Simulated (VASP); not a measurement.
Input:

```xyz
3
Lattice="1.5023 -2.6020 0.0000 1.5023 2.6020 0.0000 0.0000 0.0000 3.1829" Properties=species:S:1:pos:R:3 pbc="T T T"
Ti     1.5023    -2.6020     0.0000
B      1.5023     0.8673     1.5914
B      1.5023    -0.8673     1.5914
```

Calculation: PBE GGA with D3 dispersion (Becke-Johnson damping), VASP's PBE PAW potentials (set 64) (plane waves; VASP). Settings: 520 eV cut-off, 13×13×11 Γ-centred mesh, tetrahedra with Blöchl corrections, potentials Ti_sv B.

The cores are frozen, which limits the accuracy of field gradients.

Problem. Give the principal components of the electric field gradient (V/Å²) and the asymmetry η at each nucleus.

Solution. 
| atom | Vxx | Vyy | Vzz | η |
|---|---|---|---|---|
| Ti1 | -8.9 | -8.9 | 17.8 | 0.00 |
| B2 | -2.2 | -2.2 | 4.5 | 0.00 |
| B3 | -2.2 | -2.2 | 4.5 | 0.00 |

The compound is TiB2 in the AlB2 type structure. It was relaxed first.
